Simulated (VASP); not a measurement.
Calculation: LDA (Ceperley-Alder, Perdew-Zunger), VASP's LDA PAW potentials (set 64) (plane waves; VASP 6.6.1).

Input for VASP

File POSCAR:
```
InP
1.0
  0.0000000000   2.9138754653   2.9138754653
  2.9138754653   0.0000000000   2.9138754653
  2.9138754653   2.9138754653   0.0000000000
In P
1 1
Cartesian
  0.0000000000   0.0000000000   0.0000000000
  1.4569377326   1.4569377326   1.4569377326
```

KPOINTS:
```
Automatic
0
Gamma
  8 8 8
0 0 0
```

**INCAR**
```
# general
SYSTEM   =  InP
PREC     =  Accurate
ENCUT    =  500   # plane-wave cut-off (eV)
LREAL    =  F   # projection in real space or not
LASPH    =  T   # aspherical one-centre terms

# electronic loop
EDIFF    =  1E-6   # SCF stop (eV)
NELM     =  100
ALGO     =  Normal   # blocked Davidson
LMAXMIX  =  4

# smearing
ISMEAR   =  0   # Gaussian
SIGMA    =  0.05   # width (eV)

# ions
IBRION   =  2   # conjugate gradients
NSW      =  40
ISIF     =  3
EDIFFG   =  -0.02   # ionic stop
PSTRESS  =  50   # kbar

# output
LWAVE    =  F
LCHARG   =  F
```

POTCAR, in this order: In_d P (LDA.64 set). Program: vasp_std.

What VASP printed:

File OUTCAR:
```
 ion  position               nearest neighbor table
   1  0.000  0.000  0.000-   2 2.52   2 2.52   2 2.52   2 2.52
   2  0.250  0.250  0.250-   1 2.52   1 2.52   1 2.52   1 2.52
  LATTYP: Found a face centered cubic cell.
 ALAT       =     5.8277509306
 Subroutine PRICEL returns:
 Original cell was already a primitive cell.
 Subroutine GETGRP returns: Found 24 space group operations
The static configuration has the point symmetry T_d .
The dynamic configuration has the point symmetry T_d .
 Subroutine INISYM returns: Found 24 space group operations
 Subroutine IBZKPT returns following result:
 Found     29 irreducible k-points:

 Following reciprocal coordinates:
            Coordinates               Weight
  0.000000  0.000000  0.000000      1.000000
  0.125000  0.000000  0.000000      8.000000
  0.250000  0.000000  0.000000      8.000000
  0.375000  0.000000  0.000000      8.000000
  0.500000  0.000000  0.000000      4.000000
  0.125000  0.125000  0.000000      6.000000
  0.250000  0.125000  0.000000     24.000000
  0.375000  0.125000  0.000000     24.000000
  0.500000  0.125000  0.000000     24.000000
...
```

**OSZICAR**
```
       N       E                     dE             d eps       ncg     rms          rms(c)
DAV:   1     0.112206724416E+03    0.11221E+03   -0.85582E+03   764   0.150E+03
DAV:   2    -0.205939616214E+01   -0.11427E+03   -0.11095E+03   784   0.322E+02
DAV:   3    -0.989767310363E+01   -0.78383E+01   -0.77817E+01   994   0.894E+01
DAV:   4    -0.101057069888E+02   -0.20803E+00   -0.20792E+00   868   0.161E+01
DAV:   5    -0.101163134090E+02   -0.10606E-01   -0.10606E-01  1142   0.336E+00    0.598E+00
DAV:   6    -0.972056738090E+01    0.39575E+00   -0.71531E-01  1118   0.158E+01    0.362E+00
DAV:   7    -0.967777055046E+01    0.42797E-01   -0.18528E-01  1057   0.385E+00    0.118E+00
DAV:   8    -0.967246192930E+01    0.53086E-02   -0.15590E-02  1052   0.177E+00    0.443E-01
DAV:   9    -0.967211934206E+01    0.34259E-03   -0.17259E-03   972   0.667E-01    0.193E-01
DAV:  10    -0.967212239013E+01   -0.30481E-05   -0.16480E-04   916   0.106E-01    0.120E-01
DAV:  11    -0.967212580539E+01   -0.34153E-05   -0.26456E-05  1079   0.595E-02    0.334E-02
DAV:  12    -0.967212413367E+01    0.16717E-05   -0.80230E-06   904   0.566E-02    0.173E-02
DAV:  13    -0.967212408801E+01    0.45663E-07   -0.32151E-07   462   0.594E-03
   1 F= -.81279282E+01 E0= -.81279282E+01  d E =-.812793E+01
       N       E                     dE             d eps       ncg     rms          rms(c)
DAV:   1    -0.118431392541E+02   -0.21710E+01   -0.49258E+01   944   0.145E+02    0.120E+01
DAV:   2    -0.976270322391E+01    0.20804E+01   -0.52152E+00   944   0.777E+01    0.301E+00
DAV:   3    -0.952651391630E+01    0.23619E+00   -0.62578E-01   979   0.191E+01    0.254E+00
DAV:   4    -0.951768709651E+01    0.88268E-02   -0.41076E-02   876   0.188E+00    0.160E+00
DAV:   5    -0.951355603672E+01    0.41311E-02   -0.56273E-03  1047   0.159E+00    0.387E-01
DAV:   6    -0.951353397940E+01    0.22057E-04   -0.10530E-03  1161   0.411E-01    0.128E-01
DAV:   7    -0.951353224423E+01    0.17352E-05   -0.74006E-05  1105   0.952E-02    0.363E-02
DAV:   8    -0.951353309006E+01   -0.84583E-06   -0.44331E-06   794   0.228E-02
   2 F= -.81361869E+01 E0= -.81361869E+01  d E =-.825863E-02
       N       E                     dE             d eps       ncg     rms          rms(c)
DAV:   1    -0.100977166099E+02   -0.58418E+00   -0.12278E+01   959   0.882E+01    0.444E+00
DAV:   2    -0.970238537906E+01    0.39533E+00   -0.81222E-01   974   0.232E+01    0.163E+00
DAV:   3    -0.963166584048E+01    0.70720E-01   -0.22928E-01   974   0.118E+01    0.951E-01
DAV:   4    -0.963184857962E+01   -0.18274E-03   -0.11656E-02   769   0.117E+00    0.758E-01
DAV:   5    -0.962999280368E+01    0.18558E-02   -0.12199E-03   869   0.428E-01    0.371E-01
DAV:   6    -0.962964643229E+01    0.34637E-03   -0.44104E-04  1101   0.247E-01    0.703E-02
DAV:   7    -0.962964735360E+01   -0.92131E-06   -0.57003E-05   974   0.152E-01    0.137E-02
DAV:   8    -0.962964378155E+01    0.35720E-05   -0.17658E-05   864   0.121E-01    0.595E-03
DAV:   9    -0.962964361763E+01    0.16392E-06   -0.11445E-06   437   0.239E-02
   3 F= -.81762486E+01 E0= -.81762486E+01  d E =-.483204E-01
```

OUTCAR:
```
------------------------ aborting loop because EDIFF is reached ----------------------------------------
  FORCE on cell =-STRESS in cart. coord.  units (eV):
  Direction    XX          YY          ZZ          XY          YZ          ZX
  --------------------------------------------------------------------------------------
  Total        1.4372831      1.4372831      1.4372831     -0.0000000      0.0000000      0.0000000
  in kB       49.4457160     49.4457160     49.4457160     -0.0000000      0.0000000      0.0000000
  external PRESSURE =      -0.5542840 kB  Pullay stress =      50.0000000 kB
  volume of cell :       46.57
      direct lattice vectors                 reciprocal lattice vectors
     0.000000000  2.855604656  2.855604656    -0.175094266  0.175094266  0.175094266
     2.855604656  0.000000000  2.855604656     0.175094266 -0.175094266  0.175094266
     2.855604656  2.855604656 -0.000000000     0.175094266  0.175094266 -0.175094266
  FREE ENERGIE OF THE ION-ELECTRON SYSTEM (eV)
  ---------------------------------------------------
  free  energy   TOTEN  =        -9.6296436176 eV

  energy  without entropy=       -9.6296436176  energy(sigma->0) =       -9.62964362
  enthalpy is  TOTEN    =        -8.1762486182 eV   P V=        1.4533949994

 reached required accuracy - stopping structural energy minimisation
```
(Selected blocks of OUTCAR.)

**CONTCAR**
```
InP
   1.00000000000000
     0.0000000000000000    2.8556046556393886    2.8556046556393886
     2.8556046556393886    0.0000000000000000    2.8556046556393886
     2.8556046556393886    2.8556046556393886   -0.0000000000000000
  In              P
     1     1
Direct
     0.0000000000000000    0.0000000000000000    0.0000000000000000
     0.2500000000000000    0.2500000000000000    0.2500000000000000
```

**OUTCAR**
```
 val. band max:        5.9087950030   @ k =   0.0000   0.0000   0.0000

 cond. band min:       6.8372050542   @ k =   0.0000   0.0000   0.0000


 Fermi energy:         6.1910538832

 k-point     1 :       0.0000    0.0000    0.0000
  band No.  band energies     occupation
      1      -8.4706      2.00000
      2      -8.4706      2.00000
      3      -8.4706      2.00000
      4      -8.2725      2.00000
      5      -8.2725      2.00000
      6      -6.2022      2.00000
      7       5.9088      2.00000
      8       5.9088      2.00000
      9       5.9088      2.00000
     10       6.8372      0.00000
     11       9.8572      0.00000
     12       9.8572      0.00000
     13       9.8572      0.00000

 k-point     2 :       0.1250    0.0000    0.0000
  band No.  band energies     occupation
      1      -8.4975      2.00000
      2      -8.4608      2.00000
      3      -8.4608      2.00000
      4      -8.2725      2.00000
      5      -8.2725      2.00000
      6      -5.9984      2.00000
      7       4.3102      2.00000
      8       5.6899      2.00000
      9       5.6899      2.00000
     10       7.7083      0.00000
     11      10.0795      0.00000
     12      10.1686      0.00000
     13      10.1686      0.00000

 k-point     3 :       0.2500    0.0000    0.0000
  band No.  band energies     occupation
      1      -8.5568      2.00000
      2      -8.4400      2.00000
      3      -8.4400      2.00000
      4      -8.2693      2.00000
      5      -8.2693      2.00000
      6      -5.4275      2.00000
      7       2.2329      2.00000
      8       5.2634      2.00000
      9       5.2634      2.00000
     10       7.7477      0.00000
     11      10.6247      0.00000
     12      10.6247      0.00000
     13      11.2915      0.00000

 k-point     4 :       0.3750    0.0000    0.0000
  band No.  band energies     occupation
      1      -8.6104      2.00000
      2      -8.4246      2.00000
      3      -8.4246      2.00000
...
```

Energy and stress use the plane-wave basis of the starting cell. Unless said otherwise, spin-orbit coupling is left out, though it shifts the bands of the heavy elements here.

The compound is InP in the zinc blende structure. This run relaxes it under an external pressure of 5 GPa. Symmetry was kept, so distortions that lower it aren't found.
